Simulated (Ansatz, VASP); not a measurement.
**Two plane-wave programs on LaTl3H6**

File INCAR:

```
SYSTEM = LaTl3H6
PREC = Accurate
ENCUT = 520
EDIFF = 1E-6
ISMEAR = 0
SIGMA = 0.1
LREAL = .FALSE.
LASPH = .TRUE.
NELM = 100
ALGO = Normal
ISIF = 2
LWAVE = .FALSE.
LCHARG = .FALSE.
GGA = PE
NBANDS = 39
```

File KPOINTS:

```
Automatic mesh
0
G
  4 4 4
  0 0 0
```

The input POSCAR:

```
LaTl3H6
1.0
    5.6790868500      0.0000000000      0.0000000000
    0.0000000000      5.6790868500      0.0000000000
    0.0000000000      0.0000000000      5.4431695700
La Tl H
1 3 6
Direct
    0.5000000000      0.5000000000      0.0000000000
    0.5000000000      0.0000000000      0.5000000000
    0.0000000000      0.5000000000      0.5000000000
    0.0000000000      0.0000000000      0.0000000000
    0.6472348100      0.5000000000      0.5000000000
    0.3527651900      0.5000000000      0.5000000000
    0.5000000000      0.3527651900      0.5000000000
    0.5000000000      0.6472348100      0.5000000000
    0.5000000000      0.0000000000      0.0000000000
    0.0000000000      0.5000000000      0.0000000000
```

Input for Ansatz:

```yaml
crystal:
  lattice:
    - [5.67908685, 0.0, 0.0]
    - [0.0, 5.67908685, 0.0]
    - [0.0, 0.0, 5.44316957]
  atoms:
    - { symbol: La, position: [0.5, 0.5, 0.0] }
    - { symbol: Tl, position: [0.5, 0.0, 0.5] }
    - { symbol: Tl, position: [0.0, 0.5, 0.5] }
    - { symbol: Tl, position: [0.0, 0.0, 0.0] }
    - { symbol: H, position: [0.64723481, 0.5, 0.5] }
    - { symbol: H, position: [0.35276519, 0.5, 0.5] }
    - { symbol: H, position: [0.5, 0.35276519, 0.5] }
    - { symbol: H, position: [0.5, 0.64723481, 0.5] }
    - { symbol: H, position: [0.5, 0.0, 0.0] }
    - { symbol: H, position: [0.0, 0.5, 0.0] }
basis:
  ecutwfc: 420
kpoints:
  mp_grid: { grid: [4, 4, 4] }
hamiltonian:
  xc: pbe
scf:
  occupations: { method: gaussian, width: 0.1 }
  lower_state_search: "off"
output:
  forces: true
  stress: true
  eigenvalues: true
```

Alike in both runs: task single point; functional PBE; k mesh 4 × 4 × 4; occupations gaussian, width 0.1 eV; no spin polarisation.

```csv
,VASP,Ansatz
version,VASP 6.6.1,Ansatz 0.2.0
potentials or method,"VASP PAW PBE potentials, release 64 (La, Tl_d, H)","scalar-relativistic, plane waves, PAW"
plane-wave cutoff (eV),520,420
valence electrons in the cell,56,56
```

VASP gave:

- gap on the k mesh at the Fermi level (eV): none
- pressure (GPa): -2.9
- largest component of the traceless stress (GPa): 1.98
- rms of the force components (eV/Å): 0.195

Question: Which values does Ansatz return?

Answer: gap on the k mesh at the Fermi level (eV): none; pressure (GPa): -2.8; largest component of the traceless stress (GPa): 2.02; rms of the force components (eV/Å): 0.196.

Atom by atom the forces differ by 0.000 eV/Å (rms over components). A gap of «none» marks a metal or a gap that the smearing closes.

Spin-orbit coupling is left out, which matters for the levels of La, Tl.
